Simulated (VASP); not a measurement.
An input for Ansatz (written as the equivalent of a VASP run, and not itself run):

Ansatz 0.2 input:
```yaml
crystal:
  lattice:
    - [0.0251046, 2.5104631, 2.5104631]
    - [2.5355677, 0.0000000, 2.5355677]
    - [2.5104631, 2.5104631, 0.0251046]
  atoms:
    - { symbol: Hf, position: [0.0000000, 0.0000000, 0.0000000] }
    - { symbol: O, position: [0.2500000, 0.2500000, 0.2500000] }
    - { symbol: O, position: [0.7500000, 0.7500000, 0.7500000] }
kpoints:
  mp_grid: { grid: [8, 8, 8] }
hamiltonian:
  xc: pbesol
  pseudopotentials: { kind: paw }
scf:
  occupations: { method: gaussian, width: 0.05 }
  max_iter: 100
relax:
  max_steps: 30
  f_tol: 0.01
output: { forces: true, stress: true, eigenvalues: true }
```

**Question.** Translate this input to VASP (INCAR, KPOINTS, POSCAR, choice of POTCAR).

**Answer.** One answer among several that fit: 
**KPOINTS**
```
Automatic mesh
0
Gamma
8 8 8
0 0 0
```

**INCAR**
```
# general
SYSTEM =HfO2
PREC   =Accurate
ENCUT  =600
LREAL  =.FALSE.
LASPH  =.TRUE.

# electronic loop
EDIFF  =1E-7
NELM   =100
ALGO   =Normal   # blocked Davidson
LMAXMIX=6

# smearing
ISMEAR =0
SIGMA  =0.05   # width (eV)

# functional
GGA    =PS   # PBEsol

# ions
IBRION =2   # conjugate gradients
NSW    =30   # most ionic steps
ISIF   =2
EDIFFG =-0.01   # ionic stop

# output
LWAVE  =.FALSE.
LCHARG =.FALSE.
```

File POSCAR:
```
HfO2
1.0
  0.0251046306   2.5104630632   2.5104630632
  2.5355676938   0.0000000000   2.5355676938
  2.5104630632   2.5104630632   0.0251046306
Hf O
1 2
Cart
  0.0000000000   0.0000000000   0.0000000000
  1.2677838469   1.2552315316   1.2677838469
  3.8033515407   3.7656945948   3.8033515407
```

POTCAR, in this order: Hf_pv O (PBE.64 set). Program: vasp_std.

What does not carry over: each code has its own PAW files, so the cut-off isn't converted (ENCUT is set for VASP's; basis.ecutwfc is left out, and Ansatz then takes the one that its files recommend); Ansatz stops its SCF on the density residual and VASP on the energy change (EDIFF).

The compound is HfO2 in the fluorite structure, the high-temperature cubic form, which is unstable at 0 K; the monoclinic form is the stable one. This cell was strained or had an atom moved on purpose. Symmetry was kept, so distortions that lower it aren't found.
